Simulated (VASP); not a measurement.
Shape and ions are relaxed at each volume.

Consider the following.

```yaml
crystal:
  lattice:
    - [4.19816, 0.00000, 0.00000]
    - [0.00000, 4.19816, 0.00000]
    - [0.00000, 0.00000, 2.68114]
  atoms:
    - { symbol: Si, position: [0.00000, 0.00000, 0.00000] }
    - { symbol: Si, position: [0.50000, 0.50000, 0.50000] }
    - { symbol: O, position: [0.30603, 0.30603, 0.00000] }
    - { symbol: O, position: [0.80603, 0.19397, 0.50000] }
    - { symbol: O, position: [0.19397, 0.80603, 0.50000] }
    - { symbol: O, position: [0.69397, 0.69397, 0.00000] }
```

Method: AM05 GGA, VASP's PBE PAW potentials (set 64) (plane waves; VASP). Settings: 520 eV cut-off, 5×5×8 Γ-centred mesh, Gaussian smearing of 0.050 eV, potentials Si O.

Q: Give the energy at these volumes per atom, relative to the lowest: 7.39, 7.63, 7.86, 8.10, 8.34 Å³.

A: 29.8, 7.3, 0.0, 5.3, 20.8 meV/atom. A third-order Birch-Murnaghan fit gives B0 = 281 GPa and B0′ = 5.5.

Measured: bulk modulus 310 GPa at 300 K (computed value off by -9.5 %), as given by arXiv:1001.2066. The calculation is for a static lattice, while the measured bulk modulus holds thermal and zero-point effects, which are part of the difference.

The compound is SiO2 in the rutile structure, stishovite, a high-pressure form. It was relaxed first.
